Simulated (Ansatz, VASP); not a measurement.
**SiC2O2 (graphene under 1T-SiO2, AA') in two plane-wave programs**

Aim: how closely do two programs agree when they are given the same cell, functional and k mesh? The structure shown is the start of the Ansatz relaxation below; VASP solves that cell, so the two are compared at the walk's first step.

Method: plane waves, with VASP 6.6.1 beside it; single point at LDA, in Ansatz 0.2.0.

### 1. The structure

The cell holds 5 atoms: 2 C, 2 O and 1 Si. Its edges and angles: a = 2.444 Å, b = 2.444 Å, c = 33.768 Å, α = 90.0°, β = 90.0°, γ = 120.0°. Vacuum lies along c. The height across the vacuum is the one that the program set for its solve, not the one typed.

### 2. Ansatz: relaxation, LDA

Ansatz runs on its default PAW (the set named soft_2) files.

The two programs are compared at the cell with which this relaxation starts, whose forces are those of its first step.

Input file input.yaml:

```yaml
crystal:
  lattice:
    - [2.4443985, 0.0, 0.0]
    - [-1.22219925, 2.116911198, 0.0]
    - [0.0, 0.0, 22.9840399999]
  atoms:
    - { symbol: C, position: [0.6666666667, 0.3333333333, 0.3915760676] }
    - { symbol: C, position: [0.3333333333, 0.6666666667, 0.3915760676] }
    - { symbol: O, position: [0.6666666667, 0.3333333333, 0.5275399799] }
    - { symbol: Si, position: [0.3333333333, 0.6666666667, 0.5679819562] }
    - { symbol: O, position: [0.0, 0.0, 0.6084239324] }
  periodic: [true, true, false]
kpoints:
  mp_grid: { grid: [18, 18, 1] }
hamiltonian:
  xc: lda
scf:
  occupations: { method: fermi_dirac, width: 0.05 }
  convergence: { dr2_threshold: 1.0e-09 }
relax:
  f_tol: 0.004
  max_steps: 90
  cell: {}
output:
  write_potential: true
  write_density: true
  volumetric_format: npy
```

Launch:

```
> ansatz run input.yaml --threads 4 --pin off --max-ram 6144MiB --backend cpu --events-out ev --progress --plain --runs-dir out
```

Numbers of over 12 decimals in the logs are rounded to 6 here.

Log:

```text
Warning: crystal.periodic: the lattice vector that does not repeat stood 0.000° off the slab's normal, 22.984 Å along it as the deck builds it. The run solves the slab on a vector along the normal, 33.768 Å long, with every atom where it was (on the deck's vector they left 18.00 Å outside them, and the widest stretch free of ions among them is 3.12 Å). A fractional position that the run reports is one of the run's ce [...]
Warning: relax.cell: scf.convergence.dr2_threshold = 1e-9 eV is looser than the 2.22695866959e-10 eV advised for a relaxation that steers and ends on the stress (1e-10 eV for each atom of the cell: 5, times the square of relax.cell.stress_2d_tol = 0.05 N/m over 15.0 Å (the atoms' height at the walk's start and 5 Å past either face), 3.337e-2 GPa, over a crystal's default 0.05). What an SCF threshold leaves in a stress goes as its square root, and in the free energy as the threshold itself, and one threshold admits the most on a small cell: [figures from the program's tests cut] Set scf.convergence.dr2_threshold to 2.22695866959e-10 eV or tighter. [rest of the remark cut]
crystal.periodic: the lattice vector that does not repeat stood 0.000° off the slab's normal, 22.984 Å along it as the deck builds it. The run solves the slab on a vector along the normal, 33.768 Å long, with every atom where it was (on the deck's vector they left 18.00 Å outside them, and the widest stretch free of ions among them is 3.12 Å). A fractional position that the run reports is one of the run's cell, which [...]
Engine: ansatz 0.2.0, aarch64-unknown-linux-gnu
Pseudopotentials: kind: paw
Pseudopotential: C, paw, valence charge 4, recommended cutoff 420 eV (normal), C.paw.azcp
Pseudopotential: O, paw, valence charge 6, recommended cutoff 420 eV (normal), O.paw.azcp
Pseudopotential: Si, paw, valence charge 4, recommended cutoff 420 eV (normal), Si.paw.azcp
Functional definition: SPW92
  exchange = slater_x
  correlation = pw_c
Crystal: 5 atoms, lattice volume = 174.735 Å³
Basis set: ecut = 420 eV, 3311 PW (Γ)
Bands: 17, of which v1, the nominal top of the filled ones, is band 12 counted from 1 (11 counted from 0)
Symmetry: 6 space group operations
[...]
iter 1 solved again at ethr=1.62e-7 eV; its pass at ethr=3.10e-3 eV (dr2=3.88e-5 eV) is discarded
SCF iter   1: F=—  HF=-2207.527186 eV  |F-HF|=—  |Δ(HF+E_count)|=         —  Δρ=1.73e-4  dr2=3.91e-5  ethr=1.62e-7  ⟨swp⟩=4.2  Hψ=5776  notcnv=0
preconditioner: auto → LDOS  [metal: Δε(μ)=0.018 eV  Ē_g=16.951 eV  σ=0.050 eV  W_gap=0.09  n_scr=20 (ndim 8)  ℏωp=13.1 eV  f_vac=0.745  D(μ)=0.12/eV (n_scr^D=2)  β→1.0]
SCF iter   2: F=—  HF=-2207.527184 eV  |F-HF|=—  |Δ(HF+E_count)|=   1.62e-6  Δρ=8.78e-5  dr2=4.46e-5  ethr=1.62e-7  ⟨swp⟩=3.1  Hψ=1180  notcnv=0
SCF iter   3: F=—  HF=-2207.527176 eV  |F-HF|=—  |Δ(HF+E_count)|=   8.56e-6  Δρ=4.11e-5  dr2=5.64e-6  ethr=1.62e-7  ⟨swp⟩=3.4  Hψ=1259  notcnv=0
SCF iter   4: F=—  HF=-2207.527177 eV  |F-HF|=—  |Δ(HF+E_count)|=   1.62e-6  Δρ=2.11e-5  dr2=1.33e-6  ethr=2.35e-8  ⟨swp⟩=3.5  Hψ=1299  notcnv=0
SCF iter   5: F=—  HF=-2207.527160 eV  |F-HF|=—  |Δ(HF+E_count)|=   1.79e-5  Δρ=6.02e-6  dr2=7.90e-8  ethr=5.53e-9  ⟨swp⟩=2.9  Hψ=1030  notcnv=0
SCF iter   6: F=—  HF=-2207.527160 eV  |F-HF|=—  |Δ(HF+E_count)|=   3.86e-9  Δρ=8.59e-7  dr2=1.01e-9  ethr=3.29e-10  ⟨swp⟩=3.3  Hψ=1365  notcnv=0
SCF iter   7: F=-2207.527160 eV  HF=-2207.527160 eV  |F-HF|=1.86e-11  |Δ(HF+E_count)|=  8.72e-10  Δρ=3.37e-7  dr2=1.22e-10  ethr=4.17e-12  ⟨swp⟩=12.7  Hψ=5450  notcnv=0
SCF 10 converged in 7 iterations: F = -2207.527160 eV  dr2 = 1.22e-10
relax step  10: F+E_penalty+E_count = -2207.52715957 eV  Δ(F+E_penalty+E_count) = +9.107e-5 eV  max|allowed force component| = 3.723e-3 eV/Å  Δτ_max = 0.0015 Å  P = +0.001 N/m  Ω = 189.816 Å³  energy of the carried Pulay correction = -8.748e-4 eV  fix = [c, alpha, beta]  reactions: c +0.000 N/m  (7 SCF iters, accepted)
iter 1 solved again at ethr=6.65e-7 eV; its pass at ethr=3.10e-3 eV (dr2=1.60e-4 eV) is discarded
SCF iter   1: F=—  HF=-2207.527907 eV  |F-HF|=—  |Δ(HF+E_count)|=         —  Δρ=2.80e-5  dr2=1.08e-7  ethr=6.65e-7  ⟨swp⟩=5.7  Hψ=10410  notcnv=0
eigensolver tolerance schedule: the retry pair's looser diagonalisation over-reported the residual by 1480.93 of it (diagonalisation noise at 0.47 of the residual, at the tolerance the schedule requests for it); recorded, not acted on — ethr = c·dr2/N_el stays at c = 1.0e-1
preconditioner: auto → LDOS  [metal: Δε(μ)=0.018 eV  Ē_g=16.940 eV  σ=0.050 eV  W_gap=0.09  n_scr=20 (ndim 8)  ℏωp=13.1 eV  f_vac=0.745  D(μ)=0.12/eV (n_scr^D=2)  β→1.0]
SCF iter   2: F=—  HF=-2207.528079 eV  |F-HF|=—  |Δ(HF+E_count)|=   1.72e-4  Δρ=9.17e-6  dr2=1.05e-7  ethr=4.49e-10  ⟨swp⟩=5.5  Hψ=2411  notcnv=0
SCF iter   3: F=—  HF=-2207.528075 eV  |F-HF|=—  |Δ(HF+E_count)|=   4.88e-6  Δρ=4.49e-6  dr2=2.65e-8  ethr=4.38e-10  ⟨swp⟩=2.4  Hψ=1104  notcnv=0
SCF iter   4: F=—  HF=-2207.528079 eV  |F-HF|=—  |Δ(HF+E_count)|=   4.14e-6  Δρ=1.20e-6  dr2=1.86e-9  ethr=1.11e-10  ⟨swp⟩=3.3  Hψ=1371  notcnv=0
SCF iter   5: F=-2207.528079 eV  HF=-2207.528079 eV  |F-HF|=3.85e-8  |Δ(HF+E_count)|=   6.69e-7  Δρ=5.14e-7  dr2=7.94e-10  ethr=4.17e-12  ⟨swp⟩=20.0  Hψ=6854  notcnv=0
SCF 11 converged in 5 iterations: F = -2207.528079 eV  dr2 = 7.94e-10
relax step  11: F+E_penalty+E_count = -2207.52807942 eV  Δ(F+E_penalty+E_count) = -9.199e-4 eV  max|allowed force component| = 3.378e-3 eV/Å  Δτ_max = 0.0000 Å  P = +0.012 N/m  Ω = 189.816 Å³  fix = [c, alpha, beta]  reactions: c +0.000 N/m  stress off target by 1.24e-2 N/m on what of the cell is left free  SCF on the basis re-selected at this cell (its energy is not comparable with the rows above)  (5 SCF iters)
basis re-selected at this cell: Δ(F+E_penalty+E_count) = -9.199e-4 eV, ΔP = +0.012 N/m vs the last step (what re-selecting the basis moved, of the pressure what is left beyond the Pulay correction that the steps carried, after the strain that the cell walked since its last selection, with what the two solves' SCF thresholds leave and, on support functions, any second-order correction that the steps lacked; it is no m [...]
WARN: The output density's exchange-correlation potential varies sharply where the density is thin. Do not read a vacuum level from v_tot or v_xc, or from such a field of the output density. On a cell that repeats whose density bears no net charge and no dipole along the vacuum's axis use v_es (v_loc + v_h of the components); under efield.dipole_correction with no amplitude use v_es + v_field, which holds any externa [...]
SCF converged after 5 iterations
Free energy (F): -2207.528079 eV
Harris-Foulkes:  -2207.528079 eV  (|F-HF|=3.85e-8)
Internal energy: -2207.527229 eV  (E = F + TS)
E sigma→0 (E₀):  -2207.527654 eV
Entropy (-TS):   -0.000851 eV (-0.170 meV/atom)
Fermi energy:    -4.811783 eV
--- Per-component energies (eV) ---
  E_band       = -374.681239
  E_kinetic    = 586.598821
  E_local      = -56872.160174  (includes V_loc(G=0)·N_el)
  E_nonlocal   = 180.038247
  E_hartree    = 28090.551772
  E_xc         = -298.419277
  E_vxc        = -356.567519  (∫ρ·V_xc dr)
  E_paw        = -965.771586  (= ΣΔE_a)
  E_vpaw       = -93.700564  (= ΣTr[D̂ρ^β])
  E_aug_tail   = 0.005177  (compensation charges beyond the density's cutoff)
  E_ewald      = 27071.225953
  E_core_change = 0.403839  (= ΣΔE_core)
  E_smearing   = -0.000851  (= −TS)
  E_closure    = 0.000000  (closes the sum)
  Σ components = -2207.528079   (vs F -2207.528079, Δ=0.00e0)
--- Forces (eV/Å), atoms counted from 1 ---
  atom   1  C      0.00000000     0.00000000     0.00202932
  atom   2  C      0.00000000    -0.00000000    -0.00248565
  atom   3  O      0.00000000     0.00000000     0.00325685
  atom   4  Si     0.00000000    -0.00000000    -0.00016686
  atom   5  O     -0.00000000    -0.00000000    -0.00323856
  max |Σ_I F_I| component: 6.05e-4 eV/Å
--- 2D stress c σ (N/m, compression-positive) ---
        0.012376      -0.000000      -0.000000
       -0.000000       0.012376      -0.000000
       -0.000000      -0.000000       0.000000
  P = ½ c Tr σ = 0.0124 N/m
--- Band table (eV; the first three rows and the last of 37) ---
  k-point 0: bands = [... 8 lower, -9.9981, -9.9981, -7.8606, -7.8606, -1.2340, -0.6612, -0.0322, 0.3779, ... 1 higher]
  k-point 1: bands = [... 8 lower, -10.0947, -10.0080, -8.1414, -8.0015, -1.0737, -0.5624, 0.0761, 0.5140, ... 1 higher]
  k-point 2: bands = [... 8 lower, -10.0498, -9.8722, -8.9110, -8.3770, -0.6673, -0.2680, 0.3935, 0.8025, ... 1 higher]
  k-point 36: bands = [... 8 lower, -13.9255, -10.3526, -10.3373, -4.8209, -4.8026, 2.5645, 4.5795, 4.7587, ... 1 higher]
  the weakly bound empty levels are not read free of the cell's end (no_gap_told)
--- Relaxed structure (9 steps of the walk, 9 accepted, 2 SCFs on fresh bases) ---
  F+E_penalty+E_count = -2207.52807942 eV   max|allowed force component| = 3.378e-3 eV/Å   (the final SCF, on the basis selected at the relaxed cell)
  cell:  # Å, volume = 189.8157 Å³
    - [2.547696, 0, 0]
    - [-1.273848, 2.206369, 0]
    - [0, 0, 33.768080]
  atoms:
    - { symbol: C, position: [0.666667, 0.333333, 0.264054] }
    - { symbol: C, position: [0.333333, 0.666667, 0.264062] }
    - { symbol: O, position: [0.666667, 0.333333, 0.360618] }
    - { symbol: Si, position: [0.333333, 0.666667, 0.388236] }
    - { symbol: O, position: [0, 0, 0.415858] }
```

### 3. VASP: single point, LDA, start cell

The same cell, functional (in two slightly different forms), mesh and smearing now go to VASP, with its own data sets.

Lines of VASP's logs that name or quote its potential files are left out, and so is its time.

Input file INCAR:

```
SYSTEM = SiC2O2
PREC = Accurate
ENCUT = 520
EDIFF = 1E-06
NELM = 120
ISMEAR = -1
SIGMA = 0.05
LREAL = .FALSE.
ALGO = Normal
GGA = CA
NBANDS = 18
LORBIT = 11
LWAVE = .FALSE.
LCHARG = .FALSE.
ISIF = 2
LDIPOL = .TRUE.
IDIPOL = 3
DIPOL = 0.5 0.5 0.339
LVHAR = .TRUE.
LASPH = .TRUE.
GGA_COMPAT = .FALSE.
NELMDL = -8
KPAR = 2
```

Input file POSCAR:

```
SiC2O2
1.0
    2.4443990000      0.0000000000      0.0000000000
   -1.2221990000      2.1169110000      0.0000000000
    0.0000000000      0.0000000000     33.7680800000
C O Si
2 2 1
Direct
    0.6666663939      0.3333333333      0.2665238888
    0.3333331970      0.6666666667      0.2665238888
    0.6666663939      0.3333333333      0.3590669058
    0.0000000000      0.0000000000      0.4141200803
    0.3333331970      0.6666666667      0.3865934930
```

Input file KPOINTS:

```
Automatic mesh
0
Gamma
18 18 1
0 0 0
```

Potentials, in the order of the species: C, O and Si (LDA family, release 64).

Launch:

```
> mpirun -np 2 vasp_std
```

Log:

```text
[banner, memory and clock lines left out]
running    2 mpi-ranks, on    1 nodes
 distrk:  each k-point on    1 cores,    2 groups
 distr:  one band on    1 cores,    1 groups

 POSCAR found type information on POSCAR C O Si
 POSCAR found :  3 types and       5 ions
 LDA part: xc-table for (Slater(with rela. corr.)+CA(PZ))
 , standard interpolation
 POSCAR, INCAR and KPOINTS ok, starting setup
 FFT: planning ... GRIDC
 FFT: planning ... GRID_SOFT
 FFT: planning ... GRID
 WAVECAR not read
 entering main loop
       N       E                     dE             d eps       ncg     rms          rms(c)
DAV:   1     0.220827124331E+03    0.22083E+03   -0.10686E+04  1452   0.104E+03
DAV:   2    -0.248255103454E+02   -0.24565E+03   -0.22316E+03  1888   0.254E+02
DAV:   3    -0.480031039587E+02   -0.23178E+02   -0.23143E+02  1706   0.975E+01
DAV:   4    -0.483508771664E+02   -0.34777E+00   -0.34725E+00  1980   0.137E+01
DAV:   5    -0.483573654663E+02   -0.64883E-02   -0.64834E-02  1894   0.167E+00
DAV:   6    -0.483576121519E+02   -0.24669E-03   -0.24666E-03  2162   0.296E-01
DAV:   7    -0.483576147053E+02   -0.25533E-05   -0.25524E-05  1926   0.238E-02
DAV:   8    -0.483576147880E+02   -0.82771E-07   -0.83086E-07  1810   0.389E-03    0.167E+01
DAV:   9    -0.449617709708E+02    0.33958E+01   -0.88133E+00  1698   0.200E+01    0.874E+00
DAV:  10    -0.445112186058E+02    0.45055E+00   -0.12176E+00  1934   0.692E+00    0.256E+00
DAV:  11    -0.444657384502E+02    0.45480E-01   -0.11572E-01  2074   0.238E+00    0.850E-01
DAV:  12    -0.444581517104E+02    0.75867E-02   -0.13572E-02  1956   0.832E-01    0.192E-01
DAV:  13    -0.444573123107E+02    0.83940E-03   -0.15214E-03  1918   0.276E-01    0.685E-02
DAV:  14    -0.444567951518E+02    0.51716E-03   -0.83784E-04  1838   0.228E-01    0.460E-02
[...]
DAV:  19    -0.444579305510E+02   -0.83521E-04   -0.45053E-06  1794   0.141E-02    0.293E-03
DAV:  20    -0.444580077636E+02   -0.77213E-04   -0.21614E-06  1438   0.671E-03    0.131E-03
DAV:  21    -0.444580468732E+02   -0.39110E-04   -0.14178E-06  1444   0.627E-03    0.792E-04
DAV:  22    -0.444580653204E+02   -0.18447E-04   -0.69928E-07  1432   0.398E-03    0.492E-04
DAV:  23    -0.444580711435E+02   -0.58231E-05   -0.13552E-07  1438   0.254E-03    0.255E-04
DAV:  24    -0.444580734166E+02   -0.22731E-05   -0.60685E-08  1402   0.121E-03    0.206E-04
DAV:  25    -0.444580749873E+02   -0.15707E-05   -0.13480E-08  1386   0.738E-04    0.156E-04
DAV:  26    -0.444580752477E+02   -0.26034E-06   -0.52389E-09  1370   0.574E-04
   1 F= -.44458075E+02 E0= -.44457652E+02  d E =-.845746E-03
```

Parts of OUTCAR (step 3):

```text
ion  position               nearest neighbor table
   1  0.667  0.333  0.267-   2 1.41   2 1.41   2 1.41
   2  0.333  0.667  0.267-   1 1.41   1 1.41   1 1.41
   3  0.667  0.333  0.359-   5 1.69   5 1.69   5 1.69
   4  0.000  0.000  0.414-   5 1.69   5 1.69   5 1.69
   5  0.333  0.667  0.387-   3 1.69   4 1.69   3 1.69   4 1.69   3 1.69   4 1.69

  LATTYP: Found a hexagonal cell.
 ALAT       =     2.4443990000
 C/A-ratio  =    13.8144713690

 Subroutine GETGRP returns: Found  6 space group operations
 (whereof  6 operations were pure point group operations)

The static configuration has the point symmetry C_3v.

 Found     37 irreducible k-points:

   k-points           NKPTS =     37   k-points in BZ     NKDIM =     37   number of bands    NBANDS=     18

   dimension x,y,z NGX =    18 NGY =   18 NGZ =  252
   dimension x,y,z NGXF=    36 NGYF=   36 NGZF=  504

   ENCUT  =  520.0 eV  38.22 Ry    6.18 a.u.   4.54  4.54 62.79*2*pi/ulx,y,z

   NELECT =      24.0000    total number of electrons

 k-points in reciprocal lattice and weights: Automatic mesh
   0.00000000  0.00000000  0.00000000       0.003
   0.05555556  0.00000000  0.00000000       0.019
   0.11111111  0.00000000  0.00000000       0.019
   0.16666667  0.00000000  0.00000000       0.019
   0.22222222  0.00000000  0.00000000       0.019
   0.27777778 -0.00000000  0.00000000       0.019
   0.33333333  0.00000000  0.00000000       0.019
   0.38888889 -0.00000000  0.00000000       0.019
   0.44444444  0.00000000  0.00000000       0.019
[...]
0.33333333  0.27777778  0.00000000       0.037
   0.33333333  0.33333333  0.00000000       0.006

 dipolmoment           0.000000      0.000000     -0.001643 electrons x Angstroem

 average (electrostatic) potential at core
       1 -61.0449       2 -61.0282       3 -81.1011       4 -81.0989       5 -95.6097

 E-fermi :  -1.5116

 k-point     1 :       0.0000    0.0000    0.0000
  band No.  band energies     occupation
    ...
      8      -7.6801      2.00000
      9      -6.8585      2.00000
     10      -6.8585      2.00000
     11      -4.5289      2.00000
     12      -4.5289      2.00000
     13       2.1398      0.00000
     14       2.5066      0.00000
     15       2.9457      0.00000
     16       3.1914      0.00000
     17       3.4728      0.00000
    ...

 k-point     2 :       0.0556    0.0000    0.0000
  band No.  band energies     occupation
    ...
      8      -7.4363      2.00000
      9      -7.0862      2.00000
     10      -6.8850      2.00000
     11      -4.8216      2.00000
     12      -4.6894      2.00000
     13       2.2446      0.00000
     14       2.6127      0.00000
     15       3.0507      0.00000
     16       3.2944      0.00000
     17       3.5887      0.00000
    ...

 k-point     3 :       0.1111    0.0000    0.0000
  band No.  band energies     occupation
    ...
      8      -7.7797      2.00000
      9      -7.1314      2.00000
     10      -6.9686      2.00000
     11      -5.6286      2.00000
     12      -5.1152      2.00000
     13       2.5505      0.00000
     14       2.9182      0.00000
     15       3.3637      0.00000
     16       3.6018      0.00000
     17       3.9202      0.00000
    ...

  Total       12.6956640     12.6956565      2.5954071      0.0000030      0.0000000      0.0000000
  in kB      116.4085657    116.4084963     23.7977009      0.0000275      0.0000000      0.0000000
  external PRESSURE =      85.5382543 kB  Pullay stress =       0.0000000 kB

  energy-cutoff  :      520.00
  volume of cell :      174.74
      direct lattice vectors                 reciprocal lattice vectors
     2.444399000  0.000000000  0.000000000     0.409098515  0.236193111  0.000000000
    -1.222199000  2.116911000  0.000000000     0.000000000  0.472386416  0.000000000
     0.000000000  0.000000000 33.768080000     0.000000000  0.000000000  0.029613765

 POSITION                                       TOTAL-FORCE (eV/Angst)
 -----------------------------------------------------------------------------------
      1.22220      0.70564      9.00000        -0.000000      0.000000     -0.022153
      0.00000      1.41127      9.00000        -0.000000     -0.000000     -0.012025
      1.22220      0.70564     12.12500         0.000000      0.000000     -1.345915
      0.00000      0.00000     13.98404         0.000000      0.000000      1.376270
      0.00000      1.41127     13.05452        -0.000000     -0.000000      0.003823
 -----------------------------------------------------------------------------------
    total drift:                                0.000885      0.000000     -0.000349

  FREE ENERGIE OF THE ION-ELECTRON SYSTEM (eV)
  ---------------------------------------------------
  free  energy   TOTEN  =       -44.4580752477 eV

  energy  without entropy=      -44.4572295021  energy(sigma->0) =      -44.45765237

 vacuum level on the upper side and lower side of the slab         2.930         2.988

 total charge
# of ion       s       p       d       tot
------------------------------------------
    1        0.860   1.816   0.000   2.676
    2        0.860   1.818   0.000   2.677
    3        1.570   3.734   0.000   5.303
    4        1.569   3.734   0.000   5.304
    5        0.656   1.119   0.000   1.775
--------------------------------------------------
tot          5.515  12.220   0.000  17.735

[... 3 further parts left out ...]
```

The gap is under twice the smearing width, so the edge states are partly filled and the run can't tell a small gap from a semimetal.

### 4. Differences

Known differences besides the potentials themselves: the two LDA forms differ slightly; Ansatz cuts the interaction across the vacuum, VASP repeats the sheet with a dipole correction; the cutoff is 420 eV in Ansatz and 520 eV in VASP; VASP's log shows a relativistic correction to its local exchange, Ansatz's none. Total energies have different zeros and are not compared.

Forces (eV/Å; atoms numbered as in POSCAR):

```csv
atom,"Ansatz x, y, z","VASP x, y, z"
C1,"0.000, 0.000, -0.023","0.000, 0.000, -0.022"
C2,"0.000, 0.000, -0.012","0.000, 0.000, -0.012"
O3,"0.000, 0.000, -1.225","0.000, 0.000, -1.346"
O4,"0.000, 0.000, 1.256","0.000, 0.000, 1.376"
Si5,"0.000, 0.000, 0.003","0.000, 0.000, 0.004"
```

The forces differ by 44 meV/Å r.m.s., which is 8.9 % of the r.m.s. force of 0.497 eV/Å (both taken over all components). With vacuum in the cell, a pressure given here is an average over mostly empty space and none of the material.

### 5. Results

```json
{"r.m.s. force difference (single point, LDA, start cell)": "8.9 % of the r.m.s. force"}
```

The r.m.s. force difference is 8.9 % of the r.m.s. force (single point, LDA, start cell), beyond the 3 % picked in this series as the mark of a large difference. What causes the difference of the single point, LDA, start cell pair stays open here. 1 further run of this series is not shown here. How closely two codes agree says nothing of how well the functional describes the real material.

[Lines on the potential files, build, host, timing and source positions are cut from VASP's logs without a mark.]

[Logs are printed without paths, hosts, clocks, repeated set-up lines and the standing remarks that a program may print on its own settings, such as how far it seeks lower states.]

[Hosts, paths, dates, database ids (printed as entryN), source tags and the programs' standing remarks are cut or masked in the printed files.]
